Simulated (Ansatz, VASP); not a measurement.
## TaGa2: VASP beside Ansatz

Contents of INCAR:

```
ALGO = Normal
EDIFF = 1E-6
ENCUT = 520
GGA = PE
ISIF = 2
ISMEAR = 0
LASPH = T
LCHARG = F
LREAL = F
LWAVE = F
NBANDS = 26
NELM = 60
PREC = Accurate
SIGMA = 0.1
```

The input KPOINTS:

```
k-points
0
Gamma
  6 6 6
```

File POSCAR:

```
TaGa2
1.0
    0.0000000000      2.9237542400      2.9237542400
    2.9237542400      0.0000000000      2.9237542400
    2.9237542400      2.9237542400      0.0000000000
Ta Ga
1 2
Direct
    0.0000000000      0.0000000000      0.0000000000
    0.2500000000      0.2500000000      0.2500000000
    0.7500000000      0.7500000000      0.7500000000
```

Input for Ansatz:

```yaml
crystal:
  lattice:
    - [0.0, 2.92375424, 2.92375424]
    - [2.92375424, 0.0, 2.92375424]
    - [2.92375424, 2.92375424, 0.0]
  atoms:
    - { symbol: Ta, position: [0.0, 0.0, 0.0] }
    - { symbol: Ga, position: [0.25, 0.25, 0.25] }
    - { symbol: Ga, position: [0.75, 0.75, 0.75] }
basis:
  ecutwfc: 420
kpoints:
  mp_grid: { grid: [6, 6, 6] }
hamiltonian:
  xc: pbe
scf:
  occupations: { method: gaussian, width: 0.1 }
  lower_state_search: "off"
output:
  forces: true
  stress: true
  eigenvalues: true
```

Change from the starting cell: species swapped into the NdH2 type (Fm-3m, No. 225).

Alike in both runs: task single point; functional PBE; k mesh 6 × 6 × 6; occupations gaussian, width 0.1 eV; no spin polarisation.

|  | VASP | Ansatz |
| --- | --- | --- |
| version | VASP 6.6.1 | Ansatz 0.2.0 |
| potentials or method | VASP PAW PBE potentials, release 64 (Ta_pv, Ga_d) | scalar-relativistic, plane waves, PAW |
| plane-wave cutoff (eV) | 520 | 420 |
| valence electrons in the cell | 37 | 39 |

Ansatz gave:

```
gap on the k mesh at the Fermi level (eV) : none
pressure (GPa)                            : 26.9
```

Q: Estimate VASP's values.

A: gap on the k mesh at the Fermi level (eV): none; pressure (GPa): 27.2.

A gap of «none» marks a metal or a gap that the smearing closes. The two sets of potentials don't hold the same shells in valence.

Caveats: so large a pressure means that the cell lies far from this level's equilibrium, or that cutoff or potentials fall short (VASP). The runs have no spin-orbit coupling, so splittings on Ta are missing.
